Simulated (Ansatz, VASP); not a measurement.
# Si79P (amorphous Si at 2.15 g/cm^3) in two plane-wave programs

One calculation is typed for both programs; each brings its own data sets. How far apart do they land? Of the first pair: The structure shown is the start of the Ansatz relaxation below; VASP solves that cell, so the two are compared at the walk's first step.

Method: plane waves, with VASP 6.6.1 beside it; single point at PBE, in Ansatz 0.2.0.

## (1) Starting point

The cell holds 80 atoms: 79 Si and 1 P. Cell: a = 12.011 Å, b = 12.011 Å, c = 12.011 Å, α = 90.0°, β = 90.0°, γ = 90.0°. It derives from Si (amorphous Si at 2.15 g/cm^3). As first built, before any earlier steps moved the atoms (in the runner's words): 80 atoms (80 Si) placed at random at 2.15 g/cm^3, melted at 2500 K for 10 ps at fixed volume with the modified Tersoff potential (Kumagai, Izumi, Hara and Sakai, Comput. Mater. Sci. 39, 457 (2007)). Quenched from 2500 K to 300 K at 10 K/ps and fixed volume, annealed at 800 K for 20 ps, held 5 ps, then minimised at fixed cell. Nearest the centre at fractional (0.488, 0.598, 0.022): P80 at 0.00 Å, Si66 at 2.35 Å, Si67 at 2.37 Å, Si31 at 2.38 Å, Si22 at 2.40 Å, Si6 at 3.71 Å, Si34 at 3.73 Å, Si54 at 3.79 Å.

## (2) Ansatz: relaxation, PBE

Ansatz runs on its default PAW (the set named soft_2) files.

The two programs are compared at the cell with which this relaxation starts, whose forces are those of its first step.

Input file input.yaml:

```yaml
crystal:
  lattice:
    - [12.0113, 0.0, 0.0]
    - [0.0, 12.0113, 0.0]
    - [0.0, 0.0, 12.0113]
  atoms:
    - { symbol: Si, position: [0.07578, 0.54965, 0.7919] }
    - { symbol: Si, position: [0.59422, 0.00702, 0.55831] }
    - { symbol: Si, position: [0.07479, 0.36579, 0.5275] }
    - { symbol: Si, position: [0.51147, 0.51133, 0.71482] }
    - { symbol: Si, position: [0.60634, 0.23365, 0.74888] }
    - { symbol: Si, position: [0.75991, 0.50992, 0.13924] }
    - { symbol: Si, position: [0.56055, 0.58458, 0.35049] }
    - { symbol: Si, position: [0.50872, 0.17925, 0.58085] }
    - { symbol: Si, position: [0.64248, 0.92318, 0.73014] }
    - { symbol: Si, position: [0.62937, 0.06966, 0.86381] }
    - { symbol: Si, position: [0.36076, 0.30682, 0.13835] }
    - { symbol: Si, position: [0.74345, 0.18657, 0.13942] }
    - { symbol: Si, position: [0.28293, 0.27972, 0.77216] }
    - { symbol: Si, position: [0.62072, 0.13069, 0.28183] }
    - { symbol: Si, position: [0.1874, 0.37332, 0.1961] }
    - { symbol: Si, position: [0.25243, 0.98467, 0.65007] }
    - { symbol: Si, position: [0.05488, 0.14187, 0.0265] }
    - { symbol: Si, position: [0.49013, 0.86635, 0.47593] }
    - { symbol: Si, position: [0.3598, 0.82542, 0.61144] }
    - { symbol: Si, position: [0.67905, 0.4851, 0.61009] }
    - { symbol: Si, position: [0.01311, 0.99718, 0.43338] }
    - { symbol: Si, position: [0.49076, 0.39766, 0.01579], spin: 0.6 }
    - { symbol: Si, position: [0.882, 0.14436, 0.44004] }
    - { symbol: Si, position: [0.07541, 0.94655, 0.07104] }
    - { symbol: Si, position: [0.21877, 0.23839, 0.4498] }
    - { symbol: Si, position: [0.72237, 0.03677, 0.41891] }
    - { symbol: Si, position: [0.0955, 0.8517, 0.89575] }
    - { symbol: Si, position: [0.03113, 0.63521, 0.0814] }
    - { symbol: Si, position: [0.53718, 0.26771, 0.40202] }
    - { symbol: Si, position: [0.15813, 0.6678, 0.93418] }
    - { symbol: Si, position: [0.32948, 0.71712, 0.02302], spin: 0.6 }
    - { symbol: Si, position: [0.48928, 0.02517, 0.99671] }
    - { symbol: Si, position: [0.23514, 0.68923, 0.55054] }
    - { symbol: Si, position: [0.39164, 0.87492, 0.92075] }
    - { symbol: Si, position: [0.48902, 0.80475, 0.76795] }
    - { symbol: Si, position: [0.23547, 0.65555, 0.34711] }
    - { symbol: P, position: [0.48771, 0.59766, 0.02158], spin: 0.6 }
    - { symbol: Si, position: [0.05676, 0.99325, 0.62777] }
    - { symbol: Si, position: [0.55108, 0.98288, 0.17512] }
    - { symbol: Si, position: [0.34471, 0.53009, 0.59722] }
    - { symbol: Si, position: [0.91355, 0.17967, 0.90004] }
    - { symbol: Si, position: [0.7959, 0.79401, 0.73133] }
    - { symbol: Si, position: [0.98629, 0.84472, 0.72965] }
    - { symbol: Si, position: [0.75388, 0.85536, 0.35247] }
    - { symbol: Si, position: [0.31386, 0.16728, 0.61245] }
    - { symbol: Si, position: [0.65647, 0.42858, 0.41851] }
    - { symbol: Si, position: [0.19197, 0.43269, 0.68253] }
    - { symbol: Si, position: [0.76321, 0.66464, 0.58419] }
    - { symbol: Si, position: [0.67496, 0.82866, 0.17803] }
    - { symbol: Si, position: [0.43266, 0.88605, 0.28654] }
    - { symbol: Si, position: [0.06568, 0.22076, 0.20545] }
    - { symbol: Si, position: [0.29612, 0.78292, 0.20722] }
    - { symbol: Si, position: [0.21187, 0.15347, 0.90858] }
    - { symbol: Si, position: [0.37941, 0.527, 0.39843] }
    - { symbol: Si, position: [0.6835, 0.35108, 0.04563] }
    - { symbol: Si, position: [0.46494, 0.35076, 0.82304] }
    - { symbol: Si, position: [0.33363, 0.12488, 0.0638] }
    - { symbol: Si, position: [0.35868, 0.33887, 0.34174] }
    - { symbol: Si, position: [0.63471, 0.73509, 0.4528] }
    - { symbol: Si, position: [0.96267, 0.80984, 0.15491] }
    - { symbol: Si, position: [0.24361, 0.98525, 0.18601] }
    - { symbol: Si, position: [0.87819, 0.54844, 0.98074] }
    - { symbol: Si, position: [0.88257, 0.24437, 0.26855] }
    - { symbol: Si, position: [0.06421, 0.68501, 0.64724] }
    - { symbol: Si, position: [0.98487, 0.49589, 0.39859] }
    - { symbol: Si, position: [0.82329, 0.42731, 0.30997] }
    - { symbol: Si, position: [0.61133, 0.63894, 0.16801], spin: 0.6 }
    - { symbol: Si, position: [0.57401, 0.64562, 0.85037], spin: 0.6 }
    - { symbol: Si, position: [0.76746, 0.70035, 0.89996] }
    - { symbol: Si, position: [0.10296, 0.54444, 0.24892] }
    - { symbol: Si, position: [0.80417, 0.85732, 0.03495] }
    - { symbol: Si, position: [0.94253, 0.66473, 0.49181] }
    - { symbol: Si, position: [0.03089, 0.1572, 0.73572] }
    - { symbol: Si, position: [0.24106, 0.97035, 0.84288] }
    - { symbol: Si, position: [0.15072, 0.09104, 0.32848] }
    - { symbol: Si, position: [0.78074, 0.05684, 0.98843] }
    - { symbol: Si, position: [0.77281, 0.34216, 0.70804] }
    - { symbol: Si, position: [0.82448, 0.36469, 0.89953] }
    - { symbol: Si, position: [0.9454, 0.82099, 0.36007] }
    - { symbol: Si, position: [0.92509, 0.25568, 0.60263] }
magnetization:
  spin_polarized: true
kpoints:
  mp_grid: { grid: [1, 1, 1] }
hamiltonian:
  xc: pbe
scf:
  occupations: { method: fermi_dirac, width: 0.025 }
  lower_state_search: "off"
output:
  forces: true
  eigenvalues: true
relax:
  f_tol: 0.05
  max_steps: 90
```

Launch:

```console
$ ansatz run input.yaml --threads 4 --pin off --max-ram 8192MiB --backend cpu --events-out ev --progress --plain --runs-dir out
```

Numbers of over 12 decimals in the logs are rounded to 6 here.

The log of the run:

```text
Engine: ansatz 0.2.0, x86_64-unknown-linux-gnu
Pseudopotentials: kind: paw
Pseudopotential: Si, paw, valence charge 4, recommended cutoff 420 eV (normal), Si.paw.azcp
Pseudopotential: P, paw, valence charge 5, recommended cutoff 420 eV (normal), P.paw.azcp
Functional definition: PBE
  parameter kappa = 0.804
  parameter beta = 0.066725
  exchange = pbe_x(kappa = kappa, mu = beta*pi^2/3)
  correlation = pbe_c(beta = beta)
Crystal: 80 atoms, lattice volume = 1732.886 Å³
Basis set: ecut = 420 eV, 33833 PW (Γ), exchange–correlation on 162×162×162 points (8 copies of the dense FFT grid, shifted against one another)
Bands: 242, of which v1, the nominal top of the filled ones, is band 161 counted from 1 (160 counted from 0)
Symmetry: 1 space group operations
Space group: P1 (ITA 1), of the structure as read, at distance tolerance 1.2e-4 Å
Magnetic group: BNS 1.1 (UNI 1), of the structure as read, at distance tolerance 1.2e-4 Å
k-points: 1
Non-local potential: Si, projectors of the file, l = 0: 2, l = 1: 2, l = 2: 2
Non-local potential: P, projectors of the file, l = 0: 2, l = 1: 2, l = 2: 2
PAW form: soft (Blöchl's): semilocal exchange-correlation on the pseudo side does not see the compensation charge
PAW one-centre angular grid: Si, 110 points (default); XC on 64 Gauss nodes
PAW one-centre angular grid: P, 110 points (default); XC on 64 Gauss nodes
Initial density: superposition of atomic densities (chi_scale 0.1, normalization cell)
Starting moments: Σ|m| = 3 μB on 5 of 80 sites
Initial wavefunctions: pseudopotential atomic-orbital guess
Functional: x = pbe(κ = 0.804, μ = 0.219515), c = pbe(β = 0.066725)
SCF iter   1: F=—  HF=-50978.373827 eV  |F-HF|=—  |Δ(HF+E_count)|=         —  Δρ=2.11e-2 (↑2.11e-2 ↓2.11e-2)  dr2=3.58e1  dr2_m=1.72e-1  M=0.375 μB ∫|m|=0.852 μB  β_m=0.30  ethr=3.10e-3  ⟨swp⟩=9.0  Hψ=2798  notcnv=0  defer=17
preconditioner: auto → Kerker (q_TF=auto, 2.060 Å⁻¹)  [metal: Δε(μ)=0.039 eV  Ē_g=7.716 eV  σ=0.025 eV  W_gap=0.37  n_scr=250 (ndim 8)  ℏωp=16.0 eV  f_vac=0.000  D(μ)=17.64/eV (n_scr^D=80)]
spin=Collinear: Kerker preconditioning applied to the charge; magnetization (m = ρ↑ − ρ↓) channel mixes plain (no charge-response kernel on spin).
SCF iter   2: F=—  HF=-50975.465255 eV  |F-HF|=—  |Δ(HF+E_count)|=    2.91e0  Δρ=1.61e-2 (↑1.61e-2 ↓1.61e-2)  dr2=2.24e1  dr2_m=9.13e-2  M=0.394 μB ∫|m|=0.770 μB  β_m=0.30  ethr=3.10e-3  ⟨swp⟩=1.0  Hψ=558  notcnv=0  defer=22
SCF iter   3: F=—  HF=-50970.342714 eV  |F-HF|=—  |Δ(HF+E_count)|=    5.12e0  Δρ=3.52e-3 (↑3.42e-3 ↓3.52e-3)  dr2=9.07e-1  dr2_m=4.58e-2  M=0.446 μB ∫|m|=0.790 μB  β_m=0.30  ethr=3.10e-3  ⟨swp⟩=4.0  Hψ=879  notcnv=0  defer=22
SCF iter   4: F=—  HF=-50970.416256 eV  |F-HF|=—  |Δ(HF+E_count)|=   7.35e-2  Δρ=2.57e-3 (↑2.45e-3 ↓2.57e-3)  dr2=6.57e-1  dr2_m=2.49e-2  M=0.478 μB ∫|m|=0.713 μB  β_m=0.30  ethr=2.83e-4  ⟨swp⟩=2.5  Hψ=489  notcnv=0  defer=136
SCF iter   5: F=—  HF=-50970.595438 eV  |F-HF|=—  |Δ(HF+E_count)|=   1.79e-1  Δρ=1.27e-3 (↑1.27e-3 ↓1.10e-3)  dr2=8.42e-2  dr2_m=1.40e-2  M=0.514 μB ∫|m|=0.692 μB  β_m=0.30  ethr=2.05e-4  ⟨swp⟩=4.0  Hψ=773  notcnv=0  defer=136
SCF iter   6: F=—  HF=-50970.596359 eV  |F-HF|=—  |Δ(HF+E_count)|=   9.21e-4  Δρ=9.43e-4 (↑9.43e-4 ↓8.44e-4)  dr2=4.53e-2  dr2_m=7.92e-3  M=0.555 μB ∫|m|=0.705 μB  β_m=0.30  ethr=2.62e-5  ⟨swp⟩=2.5  Hψ=484  notcnv=0  defer=136
SCF iter   7: F=—  HF=-50970.622939 eV  |F-HF|=—  |Δ(HF+E_count)|=   2.66e-2  Δρ=5.96e-4 (↑5.62e-4 ↓5.96e-4)  dr2=8.36e-3  dr2_m=4.67e-3  M=0.598 μB ∫|m|=0.726 μB  β_m=0.30  ethr=1.41e-5  ⟨swp⟩=3.0  Hψ=815  notcnv=0  defer=136
Mixer restart at iter 7: flushing history
spin-set hold released at iteration 7 (site moments contracting): the magnetisation degrees of freedom join the quasi-Newton model from the next iteration; the mixer history was flushed
SCF iter   8: F=—  HF=-50970.628397 eV  |F-HF|=—  |Δ(HF+E_count)|=   5.46e-3  Δρ=4.61e-4 (↑4.46e-4 ↓4.61e-4)  dr2=6.21e-3  dr2_m=2.84e-3  M=0.644 μB ∫|m|=0.760 μB  β_m=0.63  ethr=2.60e-6  ⟨swp⟩=2.0  Hψ=350  notcnv=0  defer=136
preconditioner: auto → Resta (q_TF=auto, 2.060 Å⁻¹)  ε∞=5.5  [insulator: Δε(μ)=0.068 eV  Ē_g=7.569 eV  σ=0.025 eV  W_gap=0.58  n_scr=250 (ndim 8)  ℏωp=16.0 eV  f_vac=0.005  D(μ)=16.05/eV (n_scr^D=80)  ε∞_Penn≈5.5]
spin=Collinear: Resta preconditioning applied to the charge; magnetization (m = ρ↑ − ρ↓) channel mixes plain (no charge-response kernel on spin).
SCF iter   9: F=—  HF=-50970.641774 eV  |F-HF|=—  |Δ(HF+E_count)|=   1.34e-2  Δρ=1.89e-4 (↑1.89e-4 ↓1.73e-4)  dr2=8.26e-4  dr2_m=4.64e-4  M=0.839 μB ∫|m|=0.951 μB  β_m=0.82  ethr=1.93e-6  ⟨swp⟩=2.5  Hψ=687  notcnv=0  defer=136
SCF iter  10: F=—  HF=-50970.645561 eV  |F-HF|=—  |Δ(HF+E_count)|=   3.79e-3  Δρ=1.66e-4 (↑1.66e-4 ↓7.59e-5)  dr2=2.53e-3  dr2_m=1.78e-4  M=0.925 μB ∫|m|=1.077 μB  β_m=0.89  ethr=2.57e-7  ⟨swp⟩=4.0  Hψ=999  notcnv=0  defer=136
[...]
--- Relaxed structure (3 steps of the walk, 3 accepted, 0 SCFs on fresh bases) ---
  F+E_penalty+E_count = -50970.70947554 eV   max|allowed force component| = 4.346e-2 eV/Å
  atoms:
    - { symbol: Si, position: [0.075443, 0.548636, 0.792451] }
    - { symbol: Si, position: [0.594649, 0.00582056, 0.558702] }
    - { symbol: Si, position: [0.074531, 0.365083, 0.526299] }
    - { symbol: Si, position: [0.510361, 0.511961, 0.714581] }
    - { symbol: Si, position: [0.606283, 0.233908, 0.749295] }
    - { symbol: Si, position: [0.762172, 0.510548, 0.137588] }
    - { symbol: Si, position: [0.558572, 0.583069, 0.349984] }
    - { symbol: Si, position: [0.509550, 0.178652, 0.581447] }
    - { symbol: Si, position: [0.643021, 0.922780, 0.730930] }
    - { symbol: Si, position: [0.629092, 0.069835, 0.864360] }
    - { symbol: Si, position: [0.360615, 0.311585, 0.139958] }
    - { symbol: Si, position: [0.741384, 0.187758, 0.139285] }
    - { symbol: Si, position: [0.281234, 0.278515, 0.771905] }
    - { symbol: Si, position: [0.619701, 0.130892, 0.282470] }
    - { symbol: Si, position: [0.184882, 0.374476, 0.196672] }
    - { symbol: Si, position: [0.252281, 0.984346, 0.650479] }
    - { symbol: Si, position: [0.053562, 0.142225, 0.025833] }
    - { symbol: Si, position: [0.490280, 0.864996, 0.476917] }
    - { symbol: Si, position: [0.359504, 0.824729, 0.612232] }
    - { symbol: Si, position: [0.678925, 0.485945, 0.610402] }
    - { symbol: Si, position: [0.012355, 0.996838, 0.433578] }
    - { symbol: Si, position: [0.491682, 0.398408, 0.013658] }
    - { symbol: Si, position: [0.880700, 0.143901, 0.439322] }
    - { symbol: Si, position: [0.076289, 0.947406, 0.070499] }
[...]
- { symbol: P, position: [0.490045, 0.597587, 0.020483] }
[...]
- { symbol: Si, position: [0.030891, 0.157863, 0.735094] }
    - { symbol: Si, position: [0.241959, 0.969811, 0.843526] }
    - { symbol: Si, position: [0.148940, 0.091694, 0.327763] }
    - { symbol: Si, position: [0.780787, 0.058140, 0.988405] }
    - { symbol: Si, position: [0.772467, 0.342274, 0.707343] }
    - { symbol: Si, position: [0.825981, 0.364760, 0.898313] }
    - { symbol: Si, position: [0.944508, 0.820899, 0.359575] }
    - { symbol: Si, position: [0.924650, 0.255264, 0.601680] }
```

The column dr2 measures how far the density is from self-consistency, as an energy; F and HF (Harris–Foulkes) agree once it is small.

## (3) VASP: single point, PBE, start cell, pair 1

The same cell, functional, mesh and smearing now go to VASP, with its own data sets.

Lines of VASP's logs that name or quote its potential files are left out, and so is its time.

Input file INCAR:

```
SYSTEM = Si79P
PREC = Accurate
ENCUT = 400
EDIFF = 1E-06
NELM = 200
ISMEAR = -1
SIGMA = 0.025
LREAL = Auto
ALGO = Normal
GGA = PE
NBANDS = 216
ISPIN = 2
MAGMOM = 0 0 -0 0 0 0 0 0 0 -0 0.01 0 0 -0 0.1 0 0 -0 0 0 -0 0.01 0 0.01 0.01 0 0 0.01 0.03 0 0.01 0 0 -0 0 0.01 0 0 -0 0 0 -0 0 0 0 0 0 0 0.04 0 0.01 0 0 0 0 0 0 0 0.01 -0 0 0 0 0 0 0 0 0 0 0 0 0 0 0.01 0.01 0 0 0 0 0
LORBIT = 11
LWAVE = .FALSE.
LCHARG = .FALSE.
ISIF = 2
LASPH = .TRUE.
GGA_COMPAT = .FALSE.
NCORE = 2
```

Input file POSCAR:

```
Si79P
1.0
   12.0113000000      0.0000000000      0.0000000000
    0.0000000000     12.0113000000      0.0000000000
    0.0000000000      0.0000000000     12.0113000000
Si P
79 1
Direct
    0.0757786418      0.5496490804      0.7918959646
    0.5942237726      0.0070183910      0.5583075937
    0.0747879081      0.3657888821      0.5275032678
    0.5114683673      0.5113268339      0.7148185459
    0.6063373656      0.2336466494      0.7488781398
    0.7599094186      0.5099198255      0.1392438787
    0.5605471514      0.5845828511      0.3504866251
    0.5087209544      0.1792478749      0.5808530301
    0.6424783329      0.9231806715      0.7301374539
    0.6293740061      0.0696594041      0.8638115774
    0.3607602841      0.3068194117      0.1383530509
    0.7434499180      0.1865659837      0.1394187140
    0.2829335709      0.2797199304      0.7721562196
    0.6207238184      0.1306935969      0.2818262803
    0.1873985330      0.3733234537      0.1960986737
    0.2524289627      0.9846727665      0.6500711830
    0.0548816531      0.1418664091      0.0265000458
    0.4901301275      0.8663508529      0.4759268356
    0.3598028523      0.8254227269      0.6114408932
    0.6790522258      0.4851015294      0.6100921632
    0.0131126523      0.9971776577      0.4333835638
    0.4907628650      0.3976588712      0.0157934612
    0.8820027807      0.1443640572      0.4400439586
    0.0754123201      0.9465503318      0.0710414360
    0.2187689925      0.2383921807      0.4498014370
    0.7223697685      0.0367737048      0.4189138561
    0.0955017359      0.8516979844      0.8957481705
    0.0311290202      0.6352101771      0.0813983499
    0.5371774912      0.2677062433      0.4020214298
    0.1581260979      0.6677961586      0.9341786484
    0.3294814050      0.7171163821      0.0230199895
    0.4892809271      0.0251679668      0.9967114301
    0.2351369127      0.6892259789      0.5505399083
    0.3916395394      0.8749177858      0.9207496274
    0.4890228368      0.8047505266      0.7679518453
    0.2354699325      0.6555493577      0.3471064747
    0.0567632146      0.9932480248      0.6277671859
    0.5510810653      0.9828827854      0.1751184301
    0.3447087326      0.5300924962      0.5972209503
    0.9135480756      0.1796724751      0.9000441251
    0.7959005270      0.7940106400      0.7313279995
    0.9862879122      0.8447212209      0.7296462498
    0.7538817613      0.8553612015      0.3524680925
    0.3138627792      0.1672841408      0.6124482779
    0.6564734875      0.4285797541      0.4185059069
    0.1919692290      0.4326925479      0.6825322821
    0.7632063141      0.6646407966      0.5841915530
    0.6749560830      0.8286613439      0.1780323529
    0.4326592459      0.8860489706      0.2865385096
    0.0656798182      0.2207587855      0.2054482029
    0.2961211526      0.7829210826      0.2072215331
    0.2118671584      0.1534721471      0.9085777559
    0.3794093895      0.5270037381      0.3984331421
    0.6834980393      0.3510777351      0.0456320298
    0.4649371842      0.3507613664      0.8230416358
    0.3336275008      0.1248824024      0.0637982566
    0.3586789107      0.3388725617      0.3417365314
    0.6347106475      0.7350911225      0.4527986146
    0.9626684872      0.8098374031      0.1549124574
    0.2436122651      0.9852472255      0.1860081756
    0.8781897047      0.5484418839      0.9807431335
    0.8825689143      0.2443698850      0.2685471181
    0.0642062058      0.6850132792      0.6472405152
    0.9848725783      0.4958913690      0.3985913265
    0.8232914006      0.4273059536      0.3099664483
    0.6113326617      0.6389399982      0.1680084587
    0.5740094744      0.6456170440      0.8503659054
    0.7674606412      0.7003488382      0.8999608702
    0.1029613780      0.5444373215      0.2489239300
    0.8041677420      0.8573176925      0.0349504217
    0.9425291184      0.6647323770      0.4918118771
    0.0308875809      0.1572019681      0.7357238600
    0.2410563386      0.9703529177      0.8428812868
    0.1507164087      0.0910392714      0.3284823458
    0.7807398034      0.0568381441      0.9884275640
    0.7728139335      0.3421611316      0.7080415942
    0.8244819462      0.3646899170      0.8995279445
    0.9454014137      0.8209935644      0.3600692681
    0.9250872095      0.2556759052      0.6026325210
    0.4877074089      0.5976622014      0.0215796791
```

Input file KPOINTS:

```
Automatic mesh
0
Gamma
1 1 1
0 0 0
```

The projector-augmented-wave data sets are Si and P (PBE family, release 64).

Launch:

```console
$ mpirun -np 8 vasp_gam
```

The log of the run:

```text
[banner, memory and clock lines left out]
running    8 mpi-ranks, on    1 nodes
[...]
LDA part: xc-table for (Slater+PW92), standard interpolation
 POSCAR, INCAR and KPOINTS ok, starting setup
[...]
entering main loop
       N       E                     dE             d eps       ncg     rms          rms(c)
DAV:   1     0.137414953650E+04    0.13741E+04   -0.11845E+05   864   0.105E+03
DAV:   2    -0.258046233133E+03   -0.16322E+04   -0.15296E+04  1096   0.195E+02
DAV:   3    -0.422798906514E+03   -0.16475E+03   -0.16112E+03  1080   0.566E+01
DAV:   4    -0.428013331800E+03   -0.52144E+01   -0.51612E+01  1072   0.121E+01
[...]
DAV:  17    -0.419871635451E+03   -0.10099E-04   -0.10820E-05   976   0.558E-03    0.378E-03
DAV:  18    -0.419871638425E+03   -0.29747E-05   -0.26353E-06   776   0.277E-03    0.256E-03
DAV:  19    -0.419871639274E+03   -0.84915E-06   -0.95388E-07   640   0.172E-03
   1 F= -.41987164E+03 E0= -.41986180E+03  d E =-.196713E-01  mag=     0.9523
```

OUTCAR, selected parts (step 3):

```text
  FREE ENERGIE OF THE ION-ELECTRON SYSTEM (eV)
  ---------------------------------------------------
  free  energy   TOTEN  =      -419.8716392745 eV

  energy  without entropy=     -419.8519679358  energy(sigma->0) =     -419.86180361

 magnetization (x)
# of ion       s       p       d       tot
------------------------------------------
    1        0.001   0.001   0.000   0.002
    2        0.001   0.000   0.000   0.001
    3       -0.000  -0.000   0.000  -0.000
    4        0.000   0.001   0.000   0.001
    5        0.000   0.002   0.000   0.002
    6        0.000   0.004   0.000   0.004
    7        0.001  -0.000   0.000   0.001
    8        0.000   0.001   0.000   0.002
    9        0.000   0.000   0.000   0.001
   10       -0.000  -0.000   0.000  -0.000
   11        0.005   0.007   0.000   0.012
   12        0.000   0.004   0.000   0.004
   13       -0.000   0.000   0.000  -0.000
[...]
--------------------------------------------------
tot          0.067   0.240   0.000   0.306
```

The run ends at a pressure of -1.67 GPa, with forces up to 0.35 eV/Å.

[end of part 1 of 2]

[Lines on the potential files, build, host, timing and source positions are cut from VASP's logs without a mark.]

[Logs are printed without paths, hosts, clocks, repeated set-up lines and the standing remarks that a program may print on its own settings, such as how far it seeks lower states.]

[Hosts, paths, dates, database ids (printed as entryN), source tags and the programs' standing remarks are cut or masked in the printed files.]
